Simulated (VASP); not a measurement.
```
CELL_PARAMETERS angstrom
      3.19006     0.00000     0.00000
     -1.59503     2.76267     0.00000
      0.00000     0.00000    12.40801
ATOMIC_POSITIONS crystal
  Mg 0.33454 0.65711 0.25187
  Mg 0.67348 0.34140 0.75063
  Cl 0.33332 0.67689 0.62550
  Cl 0.66260 0.33270 0.12713
  Cl 0.66795 0.32564 0.37213
  Cl 0.32812 0.66626 0.87273
```

Calculation: PBE GGA, VASP's PBE PAW potentials (set 64) (plane waves; VASP). Settings: 300 eV cut-off, 5×5×1 Γ-centred mesh, Gaussian smearing of 0.20 eV, potentials Mg Cl.

At this cut-off the stress carries a Pulay error, which pulls relaxed volumes low. Energy and stress use the plane-wave basis of the starting cell.

Task: The ions, cell shape and volume are relaxed. What does this cell relax into?

Result: 
```
CELL_PARAMETERS angstrom
      3.49649     0.00007    -0.00111
     -1.74818     3.02872     0.00174
     -0.00437     0.00584    12.78771
ATOMIC_POSITIONS crystal
  Mg 0.33274 0.66122 0.25026
  Mg 0.66688 0.33894 0.74974
  Cl 0.33588 0.67637 0.62931
  Cl 0.66407 0.33015 0.12984
  Cl 0.66838 0.32498 0.37065
  Cl 0.33205 0.66833 0.87020
```
Space group P2_1/m (11), at a tolerance of 0.03 Å.

Task: How do energy and volume change from the first to the last step?

Result: The energy (σ→0) changes by -204.1 meV/atom and the volume by +23.8 %, in 20 ionic steps.

The structure was generated: MgCl2 was put into an ordered model structure, which need not be its known phase. In the starting cell atoms are displaced from their ideal sites. This run relaxes it. The k-mesh is coarse (spacing up to 0.49 per Å, 2π included), so the numbers may not be converged in it. The run is one of a series of settings (EDIFFG = -0.01, IBRION = 2, ISIF = 3, NSW = 50 against the base run), some of them coarse on purpose.
